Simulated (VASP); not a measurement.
Here is the system:

```
CELL_PARAMETERS angstrom
      0.00000     2.78414     2.78414
      2.78414     0.00000     2.78414
      2.78414     2.78414     0.00000
ATOMIC_POSITIONS crystal
  Al 0.00000 0.00000 0.00000
  As 0.25000 0.25000 0.25000
```

These are PBEsol GGA, VASP's PBE PAW potentials (set 64) (plane waves; VASP) values and carry that method's errors. Settings: 500 eV cut-off, 8×8×8 Γ-centred mesh, Gaussian smearing of 0.050 eV, potentials Al As.

Q: Estimate the energy per atom (σ→0), pressure, band gap (on the k-mesh) with the smallest direct gap where there is one.

A: 
```
Quantity                                             Result
-----------------------------------  ----------------------
band gap (on the k-mesh)                            1.23 eV
smallest direct gap (on the k-mesh)                 2.37 eV
energy per atom (σ→0)                -483.6 kJ/mol of atoms
pressure                                           4.97 GPa
```

Total energies compare only between runs with the same potentials, cut-off and functional.

The structure was generated: AlAs was put into the zinc blende type (F-43m), which need not be its known phase. It was relaxed first under an external pressure of 5 GPa.
